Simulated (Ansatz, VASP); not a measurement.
## Cross-check of Bi2Te3 (Tellurobismuthite) between VASP and Ansatz

Aim: how closely do two programs agree when they are given the same cell, functional and k mesh?

Method: plane waves, with VASP 6.6.1 beside it; single point at PBEsol, in Ansatz 0.2.0.

### Step 1. Starting point

It takes space group R-3m (No. 166, trigonal). The conventional cell has a = 4.386 Å, b = 4.386 Å, c = 30.497 Å, α = 90.00°, β = 90.00°, γ = 120.00°. Nearest to Bi lie 6 Te at 3.07 to 3.25 Å. Nearest to Te lie 6 Bi at 3.25 Å. Te has 3 Bi at 3.07 Å nearest. Farther neighbours and most contacts between anions are not listed.

As a file:

```cif
data_structure
_symmetry_space_group_name_H-M 'P 1'
_symmetry_Int_Tables_number 1
_cell_length_a 10.4763
_cell_length_b 10.4763
_cell_length_c 10.4763
_cell_angle_alpha 24.166
_cell_angle_beta 24.166
_cell_angle_gamma 24.166
_cell_volume 169.36
loop_
_atom_site_label
_atom_site_type_symbol
_atom_site_fract_x
_atom_site_fract_y
_atom_site_fract_z
_atom_site_occupancy
Bi1 Bi 0.40003 0.40003 0.40003 1
Bi2 Bi 0.59997 0.59997 0.59997 1
Te3 Te 0.00000 0.00000 0.00000 1
Te4 Te 0.20955 0.20955 0.20955 1
Te5 Te 0.79045 0.79045 0.79045 1
```

### Step 2. Ansatz: single point, PBEsol

Ansatz runs on its default PAW (the set named soft_2) files.

With cell and atoms fixed, the geometry can't cause a difference; cores, projectors, grids and the points listed under the comparison can.

input.yaml

```yaml
crystal:
  lattice:
    - [2.193, 1.2661291403, 10.1656666667]
    - [-2.193, 1.2661291403, 10.1656666667]
    - [0.0, -2.5322582807, 10.1656666667]
  atoms:
    - { symbol: Bi, position: [0.4000325418, 0.4000325418, 0.4000325418] }
    - { symbol: Bi, position: [0.5999674582, 0.5999674582, 0.5999674582] }
    - { symbol: Te, position: [0.0, 0.0, 0.0] }
    - { symbol: Te, position: [0.2095499851, 0.2095499851, 0.2095499851] }
    - { symbol: Te, position: [0.7904500149, 0.7904500149, 0.7904500149] }
hamiltonian:
  xc: pbesol
  pseudopotentials: { kind: paw }
kpoints:
  mp_grid: { grid: [6, 6, 6] }
scf:
  occupations: { method: gaussian, width: 0.01 }
  n_extra_bands: 5
output:
  forces: true
  stress: true
  eigenvalues: true
```

Launch:

```sh
> ansatz run input.yaml --threads 2 --pin off --max-ram 4608MiB --backend cpu --events-out ev --progress --plain --runs-dir out
```

Numbers of over 12 decimals in the logs are rounded to 6 here.

What it wrote:

```text
basis.fft_grid_basis auto: the FFT boxes are laid along the combinations [[1, 0, -1], [0, 1, -1], [0, 0, 1]] of the cell's own vectors, 4.386, 4.386 and 10.476 Å long. The dense box has 30×30×72 points. Along the cell's own vectors, as sized, it would have 72×72×72, 5.76 times as many. Of the 12 symmetry operations that the crystal satisfies within crystal.symmetry.tolerance (time reversal apart; of a slab, those tha [...]
scf.n_extra_bands = 5 over 39 filled bands (N_el = 78.0): the run solves 44 bands
Engine: ansatz 0.2.0, x86_64-unknown-linux-gnu
Pseudopotentials: kind: paw
Pseudopotential: Bi, paw, valence charge 15, recommended cutoff 420 eV (normal), Bi.paw.azcp
Pseudopotential: Te, paw, valence charge 16, recommended cutoff 420 eV (normal), Te.paw.azcp
Functional definition: PBEsol
  exchange = pbesol_x
  correlation = pbesol_c
Crystal: 5 atoms, lattice volume = 169.357 Å³
Basis set: ecut = 420 eV, 3345 PW (Γ), FFT grids on a1−a3, a2−a3, a3, exchange–correlation on 60×60×144 points (8 copies of the dense FFT grid, shifted against one another)
Bands: 44, of which v1, the nominal top of the filled ones, is band 39 counted from 1 (38 counted from 0)
Symmetry: 12 space group operations
Space group: R-3m (ITA 166), of the structure as read, at distance tolerance 5.5e-5 Å
k-points: 32 of 216
Non-local potential: Bi, projectors of the file, l = 0: 2, l = 1: 2, l = 2: 2, l = 3: 2
Non-local potential: Te, projectors of the file, l = 0: 2, l = 1: 2, l = 2: 2, l = 3: 2
PAW form: soft (Blöchl's): semilocal exchange-correlation on the pseudo side does not see the compensation charge
PAW frozen core: Bi, regenerated for the run's functional, and the local potential with it (the file was generated under x = pbe(κ = 0.804, μ = 0.219515), c = pbe(β = 0.066725))
PAW frozen core: Te, regenerated for the run's functional, and the local potential with it (the file was generated under x = pbe(κ = 0.804, μ = 0.219515), c = pbe(β = 0.066725))
PAW one-centre angular grid: Bi, 590 points (default); XC on 64 Gauss nodes
PAW one-centre angular grid: Te, 590 points (default); XC on 64 Gauss nodes
Initial density: superposition of atomic densities (neutral atoms: chi_scale 0, normalization atom), corrected by the library's trained network
Initial wavefunctions: pseudopotential atomic-orbital guess
Functional: x = pbesol(κ = 0.804, μ = 0.123457), c = pbesol(β = 0.046)
SCF iter   1: F=—  HF=-45189.660313 eV  |F-HF|=—  |Δ(HF+E_count)|=         —  Δρ=2.04e-3  dr2=1.30e-2  ethr=1.77e-3  ⟨swp⟩=8.1  Hψ=5713  notcnv=0
preconditioner: auto → Resta (q_TF=auto, 2.398 Å⁻¹)  ε∞=5.0  [insulator: Δε(μ)=0.223 eV  Ē_g=7.558 eV  σ=0.010 eV  W_gap=1.00  n_scr=42 (ndim 8)  ℏωp=15.1 eV  f_vac=0.015  D(μ)=0.00/eV (n_scr^D=0)  ε∞_Penn≈5.0]
SCF iter   2: F=—  HF=-45189.653691 eV  |F-HF|=—  |Δ(HF+E_count)|=   6.62e-3  Δρ=1.08e-3  dr2=2.23e-3  ethr=1.67e-5  ⟨swp⟩=3.0  Hψ=2687  notcnv=0  defer=32
SCF iter   3: F=—  HF=-45189.653422 eV  |F-HF|=—  |Δ(HF+E_count)|=   2.69e-4  Δρ=3.52e-4  dr2=6.09e-4  ethr=2.86e-6  ⟨swp⟩=2.1  Hψ=2434  notcnv=0  defer=32
SCF iter   4: F=—  HF=-45189.653407 eV  |F-HF|=—  |Δ(HF+E_count)|=   1.44e-5  Δρ=1.64e-4  dr2=5.62e-5  ethr=7.80e-7  ⟨swp⟩=2.0  Hψ=1526  notcnv=0  defer=32
SCF iter   5: F=—  HF=-45189.653421 eV  |F-HF|=—  |Δ(HF+E_count)|=   1.36e-5  Δρ=5.70e-5  dr2=1.20e-5  ethr=7.20e-8  ⟨swp⟩=2.4  Hψ=2322  notcnv=0  defer=32
SCF iter   6: F=—  HF=-45189.653420 eV  |F-HF|=—  |Δ(HF+E_count)|=   3.19e-7  Δρ=1.74e-5  dr2=7.87e-7  ethr=1.54e-8  ⟨swp⟩=2.8  Hψ=2222  notcnv=0  defer=32
SCF iter   7: F=-45189.653421 eV  HF=-45189.653421 eV  |F-HF|=1.57e-8  |Δ(HF+E_count)|=   4.75e-7  Δρ=5.51e-6  dr2=5.59e-8  ethr=1.28e-10  ⟨swp⟩=9.2  Hψ=7657  notcnv=0
SCF 1 converged in 7 iterations: F = -45189.653421 eV  dr2 = 5.59e-8
  greatest PAW one-centre occupation: 0.998 electrons in one spin orbital (limit 2), on the Te atom at site 4 (counted from 0), in its partial waves of l = 2
SCF converged after 7 iterations
Free energy (F): -45189.653421 eV
Harris-Foulkes:  -45189.653421 eV  (|F-HF|=1.57e-8)
Internal energy: -45189.653421 eV  (E = F + TS)
E sigma→0 (E₀):  -45189.653421 eV
Fermi energy:    9.273200 eV
--- Per-component energies (eV) ---
  E_band       = -1000.110287
  E_kinetic    = 1145.429751
  E_local      = -6875.660162  (includes V_loc(G=0)·N_el)
  E_nonlocal   = 202.641941
  E_hartree    = 3421.870672
  E_xc         = -671.406855
  E_vxc        = -601.473718  (∫ρ·V_xc dr)
  E_paw        = -34772.385081  (= ΣΔE_a)
  E_vpaw       = -1714.777375  (= ΣTr[D̂ρ^β])
  E_aug_tail   = -0.001520  (compensation charges beyond the density's cutoff)
  E_ewald      = -7641.446118
  E_core_change = 1.303950  (= ΣΔE_core)
  E_smearing   = -0.000000  (= −TS)
  E_closure    = -0.000000  (closes the sum)
  Σ components = -45189.653421   (vs F -45189.653421, Δ=0.00e0)
--- Forces (eV/Å), atoms counted from 1 ---
  atom   1  Bi    -0.00000000    -0.00000000     0.01925851
  atom   2  Bi    -0.00000000     0.00000000    -0.01925851
  atom   3  Te     0.00000000    -0.00000000    -0.00000000
  atom   4  Te     0.00000000    -0.00000000     0.09669427
  atom   5  Te     0.00000000     0.00000000    -0.09669427
  max |Σ_I F_I| component: 1.39e-17 eV/Å
--- Stress (GPa, compression-positive) ---
       -0.488724       0.000000      -0.000000
        0.000000      -0.488724       0.000000
       -0.000000       0.000000      -0.759241
  P = ⅓ Tr σ = -0.5789 GPa (-5.789 kbar)
--- Band table (eV; the first three rows and the last of 32) ---
  k-point 0: bands = [... 35 lower, 7.4592, 8.3055, 8.3055, 9.1543, 9.3921, 9.8002, 9.8002, 11.0980, ... 1 higher]
  k-point 1: bands = [... 35 lower, 7.7044, 8.0899, 8.1735, 8.6209, 10.2968, 10.5014, 10.6591, 11.1577, ... 1 higher]
  k-point 2: bands = [... 35 lower, 6.5903, 7.7432, 8.2394, 8.5444, 9.9832, 10.4143, 10.9637, 11.8569, ... 1 higher]
  k-point 31: bands = [... 35 lower, 7.7501, 8.0161, 8.0161, 8.6991, 9.9664, 10.2867, 10.2867, 10.7935, ... 1 higher]
```

Wall time 12 s (2 threads of Intel Xeon Platinum 8259CL at 2.50GHz (Skylake/Cascade Lake), shared host); peak memory 0.59 GiB; 19 s of CPU time.

The column dr2 measures how far the density is from self-consistency, as an energy; F and HF (Harris–Foulkes) agree once it is small.

The run ends at a pressure of -0.58 GPa, with forces up to 0.097 eV/Å.

### Step 3. VASP: single point, PBEsol

The same cell, functional, mesh and smearing now go to VASP, with its own data sets and cutoff.

Lines of VASP's logs that name or quote its potential files are left out, and so is its time.

INCAR

```
SYSTEM = Bi2Te3
PREC = Accurate
ENCUT = 400
EDIFF = 1E-07
NELM = 100
ISMEAR = 0
SIGMA = 0.01
LREAL = .FALSE.
ALGO = Normal
GGA = PS
NBANDS = 30
LORBIT = 11
LWAVE = .FALSE.
LCHARG = .FALSE.
KPAR = 2
```

POSCAR

```
Bi2Te3
1.0
    2.1930000000      1.2661291403     10.1656666667
   -2.1930000000      1.2661291403     10.1656666667
    0.0000000000     -2.5322582807     10.1656666667
Bi Te
2 3
Direct
    0.4000325418      0.4000325418      0.4000325418
    0.5999674582      0.5999674582      0.5999674582
    0.0000000000      0.0000000000      0.0000000000
    0.2095499851      0.2095499851      0.2095499851
    0.7904500149      0.7904500149      0.7904500149
```

KPOINTS

```
Automatic mesh
0
Gamma
6 6 6
0 0 0
```

PAW data sets: Bi_d and Te (PBE family, release 64).

Launch:

```sh
> mpirun -np 2 vasp_std
```

What it wrote:

```text
[banner, memory and clock lines left out]
running    2 mpi-ranks, on    1 nodes
 distrk:  each k-point on    1 cores,    2 groups
 distr:  one band on    1 cores,    1 groups

 POSCAR found type information on POSCAR BiTe
 POSCAR found :  2 types and       5 ions
|                                                                             |
|               ----> ADVICE to this user running VASP <----                  |
|                                                                             |
|     You enforced a specific xc type in the INCAR file but a different       |
|     [... a line on the potential file left out ...]
|     I HOPE YOU KNOW WHAT YOU ARE DOING!                                     |
|                                                                             |

 LDA part: xc-table for (Slater+PW92), standard interpolation
 POSCAR, INCAR and KPOINTS ok, starting setup
 FFT: planning ... GRIDC
 FFT: planning ... GRID_SOFT
 FFT: planning ... GRID
 WAVECAR not read
 entering main loop
       N       E                     dE             d eps       ncg     rms          rms(c)
DAV:   1     0.392349674638E+03    0.39235E+03   -0.18990E+04  1936   0.128E+03
DAV:   2     0.204758572068E+02   -0.37187E+03   -0.36019E+03  2070   0.354E+02
DAV:   3    -0.189507119652E+02   -0.39427E+02   -0.37817E+02  2452   0.131E+02
DAV:   5    -0.205655896846E+02   -0.65580E-01   -0.65532E-01  2702   0.565E+00    0.784E+00
DAV:   6    -0.202927272869E+02    0.27286E+00   -0.42058E-01  2360   0.488E+00    0.584E+00
DAV:   7    -0.202928970693E+02   -0.16978E-03   -0.22187E-01  2322   0.218E+00    0.976E-01
DAV:   8    -0.202915030942E+02    0.13940E-02   -0.29337E-02  2142   0.105E+00    0.543E-01
DAV:   9    -0.202909490632E+02    0.55403E-03   -0.31629E-03  2182   0.392E-01    0.348E-01
DAV:  10    -0.202910616606E+02   -0.11260E-03   -0.92268E-04  2118   0.169E-01    0.741E-02
DAV:  11    -0.202910699376E+02   -0.82770E-05   -0.67830E-05  2368   0.556E-02    0.379E-02
DAV:  12    -0.202910722952E+02   -0.23576E-05   -0.20460E-05  2536   0.204E-02    0.241E-02
DAV:  13    -0.202910708688E+02    0.14264E-05   -0.42503E-06  1954   0.109E-02    0.777E-03
DAV:  14    -0.202910711503E+02   -0.28152E-06   -0.79151E-07  1894   0.493E-03    0.316E-03
DAV:  15    -0.202910710256E+02    0.12474E-06   -0.93202E-08  1130   0.206E-03    0.208E-03
DAV:  16    -0.202910709873E+02    0.38232E-07   -0.32951E-08  1086   0.211E-03
   1 F= -.20291071E+02 E0= -.20291071E+02  d E =-.669467E-44
```

From OUTCAR (step 3):

```text
ion  position               nearest neighbor table
   1  0.400  0.400  0.400-   5 3.07   5 3.07   5 3.07   3 3.25   3 3.25   3 3.25
   2  0.600  0.600  0.600-   4 3.07   4 3.07   4 3.07   3 3.25   3 3.25   3 3.25
   3  0.000  0.000  0.000-   2 3.25   1 3.25   2 3.25   2 3.25   1 3.25   1 3.25
   4  0.210  0.210  0.210-   2 3.07   2 3.07   2 3.07   5 3.64   5 3.64   5 3.64
   5  0.790  0.790  0.790-   1 3.07   1 3.07   1 3.07   4 3.64   4 3.64   4 3.64

  LATTYP: Found a trigonal (rhomboedric) cell.
 ALAT       =    10.4763118882
 COS(alpha) =     0.9123624111

 Subroutine GETGRP returns: Found 12 space group operations
 (whereof 12 operations were pure point group operations)

The static configuration has the point symmetry D_3d.

 Found     32 irreducible k-points:

   k-points           NKPTS =     32   k-points in BZ     NKDIM =     32   number of bands    NBANDS=     30

   dimension x,y,z NGX =    70 NGY =   70 NGZ =   70
   dimension x,y,z NGXF=   140 NGYF=  140 NGZF=  140

   ENCUT  =  400.0 eV  29.40 Ry    5.42 a.u.  17.08 17.08 17.08*2*pi/ulx,y,z

   NELECT =      48.0000    total number of electrons

 k-points in reciprocal lattice and weights: Automatic mesh
   0.00000000  0.00000000  0.00000000       0.005
   0.16666667 -0.00000000  0.00000000       0.028
   0.33333333  0.00000000  0.00000000       0.028
   0.50000000 -0.00000000  0.00000000       0.014
   0.16666667  0.16666667  0.00000000       0.028
   0.33333333  0.16666667  0.00000000       0.056
   0.50000000  0.16666667  0.00000000       0.056
  -0.33333333  0.16666667 -0.00000000       0.056
  -0.16666667  0.16666667  0.00000000       0.028
[...]
-0.33333333  0.50000000  0.33333333       0.028
   0.50000000  0.50000000  0.50000000       0.005

 average (electrostatic) potential at core
       1-104.9679       2-104.9679       3 -87.9049       4 -88.0981       5 -88.0981

 E-fermi :   6.1961

 k-point     1 :       0.0000    0.0000    0.0000
  band No.  band energies     occupation
    ...
     20       4.3621      2.00000
     21       4.3621      2.00000
     22       5.2111      2.00000
     23       5.2111      2.00000
     24       6.0657      2.00000
     25       6.2915      0.00000
     26       6.7020      0.00000
     27       6.7020      0.00000
     28       7.9945      0.00000
     29       8.1633      0.00000
    ...

 k-point     2 :       0.1667   -0.0000    0.0000
  band No.  band energies     occupation
    ...
     20       4.2912      2.00000
     21       4.6056      2.00000
     22       4.9966      2.00000
     23       5.0856      2.00000
     24       5.5261      2.00000
     25       7.1993      0.00000
     26       7.3962      0.00000
     27       7.5628      0.00000
     28       8.0595      0.00000
     29       8.0783      0.00000
    ...

 k-point     3 :       0.3333    0.0000    0.0000
  band No.  band energies     occupation
    ...
     20       3.4717      2.00000
     21       3.4938      2.00000
     22       4.6491      2.00000
     23       5.1452      2.00000
     24       5.4513      2.00000
     25       6.8812      0.00000
     26       7.3188      0.00000
     27       7.8663      0.00000
     28       8.7549      0.00000
     29       9.1655      0.00000
    ...

  Total       -0.5166585     -0.5166585     -0.8012346      0.0000000      0.0000000      0.0000000
  in kB       -4.8877659     -4.8877659     -7.5799535      0.0000000      0.0000000      0.0000000
  external PRESSURE =      -5.7851618 kB  Pullay stress =       0.0000000 kB

  energy-cutoff  :      400.00
  volume of cell :      169.36
      direct lattice vectors                 reciprocal lattice vectors
     2.193000000  1.266129140 10.165666667     0.227998176  0.131634808  0.032790111
    -2.193000000  1.266129140 10.165666667    -0.227998176  0.131634808  0.032790111
     0.000000000 -2.532258281 10.165666667     0.000000000 -0.263269617  0.032790111

 POSITION                                       TOTAL-FORCE (eV/Angst)
 -----------------------------------------------------------------------------------
      0.00000     -0.00000     12.19979         0.000000     -0.000000      0.007252
      0.00000     -0.00000     18.29721         0.000000      0.000000     -0.007252
      0.00000      0.00000      0.00000        -0.000000      0.000000      0.000000
      0.00000     -0.00000      6.39065         0.000000     -0.000000      0.077526
      0.00000     -0.00000     24.10635         0.000000      0.000000     -0.077526
 -----------------------------------------------------------------------------------
    total drift:                               -0.000000      0.000000      0.000000

  FREE ENERGIE OF THE ION-ELECTRON SYSTEM (eV)
  ---------------------------------------------------
  free  energy   TOTEN  =       -20.2910709873 eV

  energy  without entropy=      -20.2910709873  energy(sigma->0) =      -20.29107099

 total charge
# of ion       s       p       d       tot
------------------------------------------
    1        1.590   1.136   9.945  12.672
    2        1.590   1.136   9.945  12.672
    3        1.388   1.961   0.023   3.371
    4        1.408   1.898   0.025   3.331
    5        1.408   1.898   0.025   3.331
--------------------------------------------------
tot          7.384   8.029  19.964  35.377

[... 3 further parts left out ...]
```

The run ends at a pressure of -0.58 GPa, with forces up to 0.078 eV/Å.

### Step 4. Comparison

Known differences besides the potentials themselves: the data sets hold 78 valence electrons in Ansatz (default PAW (the set named soft_2) files) and 48 in VASP; the cutoff is 420 eV in Ansatz and 400 eV in VASP; Ansatz makes its cores anew for this functional, VASP keeps those of its PBE data sets; VASP leaves aspherical gradient terms in its spheres out (LASPH is not set), Ansatz keeps them. Total energies have different zeros and are not compared.

Compared:

```csv
quantity,Ansatz,VASP,difference
pressure (GPa),-0.58,-0.58,0.00
gap on the k mesh (eV),0.238,0.226,+0.012
```

Forces (eV/Å; atoms numbered as in POSCAR):

```csv
atom,"Ansatz x, y, z","VASP x, y, z"
Bi1,"0.000, 0.000, 0.019","0.000, 0.000, 0.007"
Bi2,"0.000, 0.000, -0.019","0.000, 0.000, -0.007"
Te3,"0.000, 0.000, 0.000","0.000, 0.000, 0.000"
Te4,"0.000, 0.000, 0.097","0.000, 0.000, 0.078"
Te5,"0.000, 0.000, -0.097","0.000, 0.000, -0.078"
```

The forces differ by 8.3 meV/Å r.m.s., which is 29.1 % of the r.m.s. force of 0.03 eV/Å (both taken over all components). A gap on the mesh is an upper bound, since the band edges may lie between its points; neither run holds spin-orbit coupling, which can move the band edges of a compound of Bi. Ansatz's pressure holds a Pulay correction of 0.03 GPa; VASP's holds none.

### Step 5. What came out

| Item | Value |
| --- | --- |
| difference in gap on the k mesh (single point, PBEsol) | 0.012 eV |
| r.m.s. force difference (single point, PBEsol) | 8.3 meV/Å |

The r.m.s. force difference is 8.3 meV/Å (single point, PBEsol), within the 12 meV/Å picked in this series as the mark of a large difference. 1 further run of this series is not shown here. How closely two codes agree says nothing of how well the functional describes the real material.

[Lines on the potential files, build, host, timing and source positions are cut from VASP's logs without a mark.]

[Logs are printed without paths, hosts, clocks, repeated set-up lines and the standing remarks that a program may print on its own settings, such as how far it seeks lower states.]

[Hosts, paths, dates, database ids (printed as entryN), source tags and the programs' standing remarks are cut or masked in the printed files.]
